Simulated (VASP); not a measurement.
These are MS2 meta-GGA, VASP's PBE PAW potentials (set 64) (plane waves; VASP) values and carry that method's errors.

Input for VASP

KPOINTS:
```
Automatic mesh
0
Gamma
12 12 7
0 0 0
```

### INCAR
```
! general
SYSTEM   =  Ho
PREC     =  Accurate
ENCUT    =  520
LREAL    =  .False.
LASPH    =  .True.

! electronic loop
EDIFF    =  1E-7
NELM     =  100
ALGO     =  Normal
LMAXMIX  =  6
LMIXTAU  =  .True.

! smearing
ISMEAR   =  1
SIGMA    =  0.1

! functional
METAGGA  =  MS2

! ions
IBRION   =  2
NSW      =  30
ISIF     =  4
EDIFFG   =  -0.01

! output
LWAVE    =  .False.
LCHARG   =  .False.
```

POSCAR:
```
Ho
1
    1.7804723055    -3.0838685482     0.0000000000
    1.7804723055     3.0838685482     0.0000000000
    0.0000000000     0.0000000000     5.4610712544
Ho
2
Direct
  0.3333330000   0.6666670000   0.2500000000
  0.6666670000   0.3333330000   0.7500000000
```

POTCAR, in this order: Ho_3 (PBE.64 set). Program: vasp_std.

The 4f electrons are frozen in the core of the lanthanide potential, so 4f levels, which can set the real gap, and their magnetism are missing.

Problem. What does the run give for the energy per atom (σ→0), band gap (on the k-mesh)?

Solution. 
The energy per atom (σ→0) is 9.787 eV/atom and the band gap (on the k-mesh) comes out as none (metal, semimetal or under 0.01 eV).

**OSZICAR**
```
...
DAV:   4     0.195744394843E+02    0.33273E-03   -0.39935E-04  3193   0.277E-01    0.200E-02
DAV:   5     0.195740932229E+02   -0.34626E-03   -0.31949E-04  3011   0.232E-01    0.224E-02
DAV:   6     0.195740916105E+02   -0.16124E-05   -0.98191E-06  3258   0.401E-02    0.866E-03
DAV:   7     0.195740912970E+02   -0.31353E-06   -0.19015E-06  2382   0.177E-02    0.164E-03
DAV:   8     0.195740921980E+02    0.90109E-06   -0.34423E-06  2156   0.215E-02    0.267E-03
DAV:   9     0.195740914561E+02   -0.74197E-06   -0.52314E-07  2224   0.814E-03    0.789E-04
DAV:  10     0.195740915173E+02    0.61228E-07   -0.92611E-09  1258   0.118E-03
   3 F= 0.19574092E+02 E0= 0.19574785E+02  d E =-.194001E-02
```

The compound is Ho in the hcp structure. This run relaxes it. Symmetry was kept, so distortions that lower it aren't found.
